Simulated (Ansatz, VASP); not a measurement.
# Si6P2O17 (phosphorus-doped silica glass) in two plane-wave programs

Aim: how closely do two programs agree when they are given the same cell, functional and k mesh? The structure shown is the start of the Ansatz relaxation below; VASP solves that cell, so the two are compared at the walk's first step.

Method: plane waves, with VASP 6.6.1 beside it; single point at PBE, in Ansatz 0.2.0.

## Step 1: The starting structure

The cell holds 50 atoms: 4 P, 12 Si and 34 O. Its edges and angles: a = 8.967 Å, b = 8.967 Å, c = 8.967 Å, α = 90.0°, β = 90.0°, γ = 90.0°. As first built, before any earlier steps moved the atoms (in the runner's words): kind phosphorus-doped silica glass; units_of_the_quenched_model {'SiO2': 12, 'P2O5': 2}; melt_K 2600; rate_K_ps 20; atoms 50.

## Step 2: Ansatz: relaxation, PBE

Ansatz runs on its PAW soft_1 files.

The two programs are compared at the cell with which this relaxation starts, whose forces are those of its first step.

input.yaml

```yaml
crystal:
  lattice:
    - [8.9669630283, 0.0, 0.0]
    - [0.0, 8.9669630283, 0.0]
    - [0.0, 0.0, 8.9669630283]
  atoms:
    - { symbol: P, position: [0.096217, 0.921209, 0.517375] }
    - { symbol: P, position: [0.898453, 0.119508, 0.328759] }
    - { symbol: P, position: [0.48222, 0.472817, 0.683577] }
    - { symbol: P, position: [0.723333, 0.579792, 0.229074] }
    - { symbol: Si, position: [0.085087, 0.039824, 0.852574] }
    - { symbol: Si, position: [0.77048, 0.143701, 0.89441] }
    - { symbol: Si, position: [0.010175, 0.537156, 0.043346] }
    - { symbol: Si, position: [0.516018, 0.787044, 0.046186] }
    - { symbol: Si, position: [0.191374, 0.821168, 0.098221] }
    - { symbol: Si, position: [0.626002, 0.884518, 0.722666] }
    - { symbol: Si, position: [0.849854, 0.695154, 0.5252] }
    - { symbol: Si, position: [0.819469, 0.464035, 0.768627] }
    - { symbol: Si, position: [0.515899, 0.138086, 0.128352] }
    - { symbol: Si, position: [0.409146, 0.774644, 0.492138] }
    - { symbol: Si, position: [0.269092, 0.323938, 0.93191] }
    - { symbol: Si, position: [0.610039, 0.296939, 0.403259] }
    - { symbol: O, position: [0.818119, 0.987318, 0.266708] }
    - { symbol: O, position: [0.513183, 0.884191, 0.587131] }
    - { symbol: O, position: [0.386404, 0.237172, 0.039883] }
    - { symbol: O, position: [0.644018, 0.66922, 0.108651] }
    - { symbol: O, position: [0.670432, 0.048792, 0.775293] }
    - { symbol: O, position: [0.369605, 0.414959, 0.79775] }
    - { symbol: O, position: [0.079517, 0.969656, 0.683833] }
    - { symbol: O, position: [0.926586, 0.54401, 0.882561] }
    - { symbol: O, position: [0.864251, 0.515611, 0.154556] }
    - { symbol: O, position: [0.996568, 0.784696, 0.494714] }
    - { symbol: O, position: [0.975375, 0.219077, 0.220786] }
    - { symbol: O, position: [0.516009, 0.186207, 0.301915] }
    - { symbol: O, position: [0.156048, 0.43609, 0.011832] }
    - { symbol: O, position: [0.859422, 0.531148, 0.60523] }
    - { symbol: O, position: [0.772788, 0.666003, 0.36735] }
    - { symbol: O, position: [0.17766, 0.935305, 0.958242] }
    - { symbol: O, position: [0.183236, 0.909427, 0.245243] }
    - { symbol: O, position: [0.642109, 0.443616, 0.296284] }
    - { symbol: O, position: [0.828472, 0.292493, 0.810522] }
    - { symbol: O, position: [0.166554, 0.200471, 0.848618] }
    - { symbol: O, position: [0.514673, 0.962385, 0.097292] }
    - { symbol: O, position: [0.462265, 0.725148, 0.340683] }
    - { symbol: O, position: [0.426918, 0.613345, 0.605325] }
    - { symbol: O, position: [0.775723, 0.212342, 0.414916] }
    - { symbol: O, position: [0.761586, 0.791518, 0.647674] }
    - { symbol: O, position: [0.063555, 0.69802, 0.093852] }
    - { symbol: O, position: [0.347386, 0.730286, 0.053779] }
    - { symbol: O, position: [0.670115, 0.190623, 0.035448] }
    - { symbol: O, position: [0.015348, 0.05469, 0.442156] }
    - { symbol: O, position: [0.917452, 0.046829, 0.910692] }
    - { symbol: O, position: [0.526404, 0.361595, 0.556334] }
    - { symbol: O, position: [0.250988, 0.852885, 0.517075] }
    - { symbol: O, position: [0.560725, 0.803468, 0.867996] }
    - { symbol: O, position: [0.632565, 0.490264, 0.764415] }
  symmetry: { detect: false }
kpoints:
  mp_grid: { grid: [2, 2, 2] }
scf:
  occupations: { method: fermi_dirac, width: 0.05 }
hamiltonian:
  xc: pbe
  pseudopotentials: { kind: paw, azcp: { folder: soft_1 } }
output:
  forces: true
  stress: true
relax:
  f_tol: 0.04
  max_steps: 100
  escape_saddle: false
  cell: { stress_tol: 0.4, fix: [] }
```

On the command line:

```
$ ansatz run input.yaml --threads 8 --pin off --max-ram 16384MiB --backend cpu --events-out ev --progress --plain --runs-dir out
```

Numbers of over 12 decimals in the logs are rounded to 6 here.

Output:

```text
Engine: ansatz 0.2.0, aarch64-unknown-linux-gnu
Pseudopotentials: kind: paw
Pseudopotential: P, paw, valence charge 5, recommended cutoff 420 eV (normal), soft_1/P.paw.azcp
Pseudopotential: Si, paw, valence charge 4, recommended cutoff 420 eV (normal), soft_1/Si.paw.azcp
Pseudopotential: O, paw, valence charge 6, recommended cutoff 420 eV (normal), soft_1/O.paw.azcp
Functional definition: PBE
  parameter kappa = 0.804
  parameter beta = 0.066725
  exchange = pbe_x(kappa = kappa, mu = beta*pi^2/3)
  correlation = pbe_c(beta = beta)
Crystal: 50 atoms, lattice volume = 721.001 Å³
Basis set: ecut = 420 eV, 13997 PW (Γ), exchange–correlation on 120×120×120 points (8 copies of the dense FFT grid, shifted against one another)
Bands: 186, of which v1, the nominal top of the filled ones, is band 136 counted from 1 (135 counted from 0)
Symmetry: 1 space group operations
k-points: 8
Non-local potential: P, projectors of the file, l = 0: 2, l = 1: 2, l = 2: 1
Non-local potential: Si, projectors of the file, l = 0: 2, l = 1: 2, l = 2: 1
Non-local potential: O, projectors of the file, l = 0: 2, l = 1: 2, l = 2: 1
PAW form: soft (Blöchl's): semilocal exchange-correlation on the pseudo side does not see the compensation charge
PAW one-centre angular grid: P, 110 points (default); XC on 64 Gauss nodes
PAW one-centre angular grid: Si, 110 points (default); XC on 64 Gauss nodes
PAW one-centre angular grid: O, 110 points (default); XC on 64 Gauss nodes
Initial density: superposition of atomic densities (chi_scale 0.1, normalization cell, long waves kept (reshape's long-wave potential 0.16 eV rms))
Initial wavefunctions: pseudopotential atomic-orbital guess
Functional: x = pbe(κ = 0.804, μ = 0.219515), c = pbe(β = 0.066725)
SCF iter   1: F=—  HF=-30012.006386 eV  |F-HF|=—  |Δ(HF+E_count)|=         —  Δρ=1.28e-1  dr2=1.12e2  ethr=3.10e-3  ⟨swp⟩=7.0  Hψ=7603  notcnv=0  defer=137
preconditioner: auto → Resta (q_TF=auto, 2.319 Å⁻¹)  ε∞=2.6  [insulator: Δε(μ)=5.366 eV  Ē_g=17.856 eV  σ=0.050 eV  W_gap=1.00  n_scr=146 (ndim 8)  ℏωp=22.8 eV  f_vac=0.152  D(μ)=0.00/eV (n_scr^D=0)  ε∞_Penn≈2.6]
SCF iter   2: F=—  HF=-29980.554688 eV  |F-HF|=—  |Δ(HF+E_count)|=    3.15e1  Δρ=4.34e-2  dr2=6.84e0  ethr=3.10e-3  ⟨swp⟩=4.4  Hψ=3511  notcnv=0  defer=360
SCF iter   3: F=—  HF=-29979.583984 eV  |F-HF|=—  |Δ(HF+E_count)|=   9.71e-1  Δρ=2.09e-2  dr2=2.13e0  ethr=2.52e-3  ⟨swp⟩=2.1  Hψ=1822  notcnv=0  defer=363
SCF iter   4: F=—  HF=-29979.508486 eV  |F-HF|=—  |Δ(HF+E_count)|=   7.55e-2  Δρ=1.01e-2  dr2=5.83e-1  ethr=7.84e-4  ⟨swp⟩=4.1  Hψ=2057  notcnv=0  defer=363
SCF iter   5: F=—  HF=-29979.383223 eV  |F-HF|=—  |Δ(HF+E_count)|=   1.25e-1  Δρ=1.77e-3  dr2=2.35e-2  ethr=2.14e-4  ⟨swp⟩=3.2  Hψ=2633  notcnv=0  defer=360
SCF iter   6: F=—  HF=-29979.395718 eV  |F-HF|=—  |Δ(HF+E_count)|=   1.25e-2  Δρ=9.34e-4  dr2=5.44e-3  ethr=8.64e-6  ⟨swp⟩=3.0  Hψ=2284  notcnv=0  defer=360
SCF iter   7: F=—  HF=-29979.395582 eV  |F-HF|=—  |Δ(HF+E_count)|=   1.35e-4  Δρ=3.88e-4  dr2=1.03e-3  ethr=2.00e-6  ⟨swp⟩=2.6  Hψ=2161  notcnv=0  defer=360
SCF iter   8: F=—  HF=-29979.395467 eV  |F-HF|=—  |Δ(HF+E_count)|=   1.15e-4  Δρ=9.99e-5  dr2=8.67e-5  ethr=3.79e-7  ⟨swp⟩=2.2  Hψ=1978  notcnv=0  defer=360
SCF iter   9: F=—  HF=-29979.395222 eV  |F-HF|=—  |Δ(HF+E_count)|=   2.45e-4  Δρ=7.06e-5  dr2=2.95e-5  ethr=3.19e-8  ⟨swp⟩=3.0  Hψ=2296  notcnv=0  defer=360
SCF iter  10: F=—  HF=-29979.395210 eV  |F-HF|=—  |Δ(HF+E_count)|=   1.16e-5  Δρ=2.00e-5  dr2=3.12e-6  ethr=1.08e-8  ⟨swp⟩=2.4  Hψ=2218  notcnv=0  defer=360
SCF iter  11: F=—  HF=-29979.395207 eV  |F-HF|=—  |Δ(HF+E_count)|=   3.02e-6  Δρ=6.02e-6  dr2=3.61e-7  ethr=1.15e-9  ⟨swp⟩=2.9  Hψ=2415  notcnv=0  defer=360
SCF iter  12: F=—  HF=-29979.395207 eV  |F-HF|=—  |Δ(HF+E_count)|=   3.78e-7  Δρ=4.30e-6  dr2=1.14e-7  ethr=3.68e-11  ⟨swp⟩=5.6  Hψ=5633  notcnv=0
SCF iter  13: F=-29979.395207 eV  HF=-29979.395207 eV  |F-HF|=7.39e-9  |Δ(HF+E_count)|=   5.37e-8  Δρ=1.41e-6  dr2=1.28e-8  ethr=3.68e-11  ⟨swp⟩=5.0  Hψ=5009  notcnv=0
SCF 1 converged in 13 iterations: F = -29979.395207 eV  dr2 = 1.28e-8
  greatest PAW one-centre occupation: 0.871 electrons in one spin orbital (limit 2), on the O atom at site 26 (counted from 0), in its partial waves of l = 0
relax step   1: F+E_penalty+E_count = -29979.39520658 eV  Δ(F+E_penalty+E_count) = +0.000e0 eV  max|allowed force component| = 5.633e0 eV/Å  Δτ_max = 0.0000 Å  P = +3.507 GPa  Ω = 721.001 Å³  (13 SCF iters, dr2 threshold 1.00e-7 eV, accepted)
Crystal: 50 atoms, lattice volume = 722.364 Å³
Basis set: ecut = 420 eV, 14093 PW (Γ), exchange–correlation on 120×120×120 points (8 copies of the dense FFT grid, shifted against one another)
Initial density: handed on by an earlier stage of this run
Initial wavefunctions: those handed on with the density
iter 1 solved again at ethr=1.81e-4 eV; its pass at ethr=3.10e-3 eV (dr2=4.91e-1 eV) is discarded
[...]
basis re-selected at this cell: Δ(F+E_penalty+E_count) = -9.043e-4 eV, ΔP = +0.001 GPa vs the last step (what re-selecting the basis moved, of the pressure what is left beyond the Pulay correction that the steps carried, after the strain that the cell walked since its last selection, with what the two solves' SCF thresholds leave and, on support functions, any second-order correction that the steps lacked; it is no m [...]
SCF converged after 4 iterations
Free energy (F): -29984.724860 eV
Harris-Foulkes:  -29984.724860 eV  (|F-HF|=6.19e-9)
Internal energy: -29984.724860 eV  (E = F + TS)
E sigma→0 (E₀):  -29984.724860 eV
Fermi energy:    5.094482 eV
--- Per-component energies (eV) ---
  E_band       = -1501.494959
  E_kinetic    = 6669.324184
  E_local      = -20958.219043  (includes V_loc(G=0)·N_el)
  E_nonlocal   = 2153.932870
  E_hartree    = 8073.305679
  E_xc         = -3422.021452
  E_vxc        = -3949.080967  (∫ρ·V_xc dr)
  E_paw        = -13935.004814  (= ΣΔE_a)
  E_vpaw       = -1564.089206  (= ΣTr[D̂ρ^β])
  E_aug_tail   = 0.027729  (compensation charges beyond the density's cutoff)
  E_ewald      = -8566.070013
  E_smearing   = -0.000000  (= −TS)
  E_closure    = 0.000000  (closes the sum)
  Σ components = -29984.724860   (vs F -29984.724860, Δ=0.00e0)
--- Forces (eV/Å), atoms counted from 1 ---
  atom   1  P     -0.00789260     0.00359327    -0.01264217
  atom   2  P     -0.01026263    -0.02725909     0.01039056
  atom   3  P      0.01432880     0.01024095     0.03989965
  atom   4  P     -0.00975821     0.00548600    -0.01513518
  atom   5  Si    -0.00250848     0.00550420     0.00459870
  atom   6  Si    -0.00376606     0.00614633    -0.00304077
  atom   7  Si     0.00142222     0.00123901    -0.00011476
  atom   8  Si    -0.00170242    -0.00652367     0.00595748
  atom   9  Si     0.01337918    -0.00053397    -0.01348909
  atom  10  Si    -0.00946195    -0.00028011     0.00542116
  atom  11  Si     0.00468436    -0.01346476     0.01530952
  atom  12  Si    -0.01797107     0.00594832     0.00188040
  atom  13  Si     0.01021020    -0.00662124     0.00305763
  atom  14  Si    -0.00808966    -0.00160813     0.00174072
  atom  15  Si     0.00676762     0.00407194    -0.00083522
  atom  16  Si    -0.00559027    -0.00264242    -0.01202910
  atom  17  O      0.01902782     0.01924386    -0.00147065
  atom  18  O      0.00232146    -0.00138889    -0.00276019
  atom  19  O      0.00154231    -0.00258773    -0.00000453
  atom  20  O      0.00374702     0.00722592     0.00118080
  atom  21  O     -0.00017996    -0.00347146    -0.00016266
  atom  22  O     -0.00651185    -0.00732987     0.00537836
  atom  23  O     -0.00007554     0.00123967    -0.01732187
  atom  24  O     -0.00318332    -0.00613578    -0.00905627
[...]
atom  43  O     -0.00382775    -0.00185771    -0.00369476
  atom  44  O      0.00317859    -0.00166184    -0.00210194
  atom  45  O      0.01299777    -0.02446970    -0.01504958
  atom  46  O     -0.00094144    -0.00014225    -0.00308521
  atom  47  O      0.00012942    -0.00526021     0.00088809
  atom  48  O     -0.01680646     0.01296935     0.00984724
  atom  49  O     -0.00232287    -0.00217562    -0.00439547
  atom  50  O      0.00263703     0.00012264    -0.00714055
  max |Σ_I F_I| component: 2.67e-5 eV/Å
--- Stress (GPa, compression-positive) ---
        0.011126      -0.020542       0.011031
       -0.020540       0.031438       0.007877
        0.011028       0.007881      -0.056206
  P = ⅓ Tr σ = -0.0045 GPa (-0.045 kbar)
--- Relaxed structure (28 steps of the walk, 25 accepted, 2 SCFs on fresh bases) ---
  F+E_penalty+E_count = -29984.72486043 eV   max|allowed force component| = 3.990e-2 eV/Å   (the final SCF, on the basis selected at the relaxed cell)
  cell:  # Å, volume = 702.1584 Å³
    - [9.092974, 0.260594, 0.355336]
    - [0.260594, 9.247184, 0.117175]
    - [0.355336, 0.117175, 8.372512]
  atoms:
    - { symbol: P, position: [0.101244, 0.900583, 0.477933] }
    - { symbol: P, position: [0.895778, 0.107323, 0.310117] }
    - { symbol: P, position: [0.490879, 0.467483, 0.686902] }
    - { symbol: P, position: [0.741769, 0.594557, 0.238153] }
    - { symbol: Si, position: [0.106390, 0.033853, 0.825267] }
    - { symbol: Si, position: [0.775097, 0.133360, 0.849084] }
    - { symbol: Si, position: [0.00773903, 0.538267, 0.025362] }
    - { symbol: Si, position: [0.506880, 0.808988, 0.127306] }
    - { symbol: Si, position: [0.178132, 0.815704, 0.108278] }
    - { symbol: Si, position: [0.602267, 0.888789, 0.747687] }
    - { symbol: Si, position: [0.843661, 0.699326, 0.537396] }
    - { symbol: Si, position: [0.807026, 0.457872, 0.756085] }
    - { symbol: Si, position: [0.518540, 0.149226, 0.122028] }
    - { symbol: Si, position: [0.423415, 0.774285, 0.501703] }
    - { symbol: Si, position: [0.261293, 0.305353, 0.923089] }
    - { symbol: Si, position: [0.635440, 0.312029, 0.394339] }
    - { symbol: O, position: [0.789825, 0.997153, 0.276798] }
    - { symbol: O, position: [0.469145, 0.890495, 0.627425] }
    - { symbol: O, position: [0.381241, 0.232633, 0.033970] }
    - { symbol: O, position: [0.662737, 0.674214, 0.104909] }
    - { symbol: O, position: [0.672441, 0.047886, 0.735966] }
    - { symbol: O, position: [0.356132, 0.418056, 0.791732] }
    - { symbol: O, position: [0.148296, 0.963351, 0.649637] }
    - { symbol: O, position: [0.908108, 0.538069, 0.872163] }
    - { symbol: O, position: [0.880553, 0.501131, 0.172747] }
    - { symbol: O, position: [0.995944, 0.776266, 0.541765] }
    - { symbol: O, position: [0.992374, 0.183498, 0.187622] }
    - { symbol: O, position: [0.524702, 0.235900, 0.289083] }
    - { symbol: O, position: [0.143175, 0.418417, 0.014716] }
    - { symbol: O, position: [0.855359, 0.524988, 0.579388] }
    - { symbol: O, position: [0.799842, 0.703136, 0.351464] }
    - { symbol: O, position: [0.182284, 0.937033, 0.963772] }
    - { symbol: O, position: [0.109858, 0.886599, 0.278203] }
    - { symbol: O, position: [0.642666, 0.483090, 0.327845] }
    - { symbol: O, position: [0.826245, 0.285463, 0.762702] }
    - { symbol: O, position: [0.180214, 0.193407, 0.819798] }
    - { symbol: O, position: [0.480899, 0.985482, 0.164823] }
    - { symbol: O, position: [0.516632, 0.766317, 0.333090] }
    - { symbol: O, position: [0.445500, 0.605998, 0.595042] }
    - { symbol: O, position: [0.794895, 0.236855, 0.416681] }
    - { symbol: O, position: [0.724746, 0.769535, 0.667120] }
    - { symbol: O, position: [0.065556, 0.694418, 0.057659] }
    - { symbol: O, position: [0.343075, 0.739354, 0.114107] }
    - { symbol: O, position: [0.671287, 0.175313, 0.010670] }
    - { symbol: O, position: [-0.00635072, 0.048138, 0.463325] }
    - { symbol: O, position: [0.928172, 0.039796, 0.869916] }
    - { symbol: O, position: [0.541771, 0.341590, 0.572610] }
    - { symbol: O, position: [0.251255, 0.792897, 0.475088] }
    - { symbol: O, position: [0.550209, 0.840440, 0.925724] }
    - { symbol: O, position: [0.620580, 0.494473, 0.792123] }
```

(Part 1 of 2 ends here.)

[Lines on the potential files, build, host, timing and source positions are cut from VASP's logs without a mark.]

[Logs are printed without paths, hosts, clocks, repeated set-up lines and the standing remarks that a program may print on its own settings, such as how far it seeks lower states.]

[Hosts, paths, dates, database ids (printed as entryN), source tags and the programs' standing remarks are cut or masked in the printed files.]
